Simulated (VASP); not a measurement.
Here is a VASP 6.6.1 calculation.

File INCAR:

```
PREC = Accurate
ENCUT = 520
EDIFF = 1E-6
ISMEAR = 0
SIGMA = 0.01
LREAL = F
LASPH = T
NELM = 100
ALGO = Normal
ISIF = 2
LWAVE = F
LCHARG = T
GGA = PE
IVDW = 2
LORBIT = 10
LELF = T
LVHAR = T
LVACPOTAV = T
```

File KPOINTS:

```
Automatic mesh
0
Gamma
  1 1 1
```

File POSCAR:

```
MgH2BrN
1.0
   13.0000000000      0.0000000000      0.0000000000
    0.0000000000     13.0000000000      0.0000000000
    0.0000000000      0.0000000000     12.0000000000
N Mg Br H
1 1 1 2
Direct
    0.4124576900      0.5605000000      0.4635500000
    0.5136115400      0.4752615400      0.5255583300
    0.6396346200      0.3690615400      0.6027833300
    0.3979730800      0.6341692300      0.4847666700
    0.3623653800      0.5411461500      0.4028833300
```

Potentials or basis: VASP PAW PBE potentials, release 64 (N, Mg, Br, H).

Command:

```sh
$ cat potpaw_PBE.64/N/POTCAR potpaw_PBE.64/Mg/POTCAR potpaw_PBE.64/Br/POTCAR potpaw_PBE.64/H/POTCAR > POTCAR
$ mpirun -np 1 vasp_gam > vasp.out
```

Q: Estimate the Hirshfeld charges.

A: N -0.44; Mg +0.61; Br -0.31; H +0.07 e.

Q: Estimate the dispersion energy per atom.

A: -0.002 eV.

Q: Estimate the gap between the frontier levels.

A: 3.26 eV.

Q: What does it give for the largest force?

A: 0.354 eV/Å.

Forces on the atoms (eV/Å):
```
N    0.149 -0.122  0.083
Mg   0.086 -0.072  0.047
Br   0.059 -0.051  0.035
H   -0.065  0.334  0.089
H   -0.230 -0.089 -0.255
```

A hybrid or GW would open this gap; PBE tends to underestimate it.
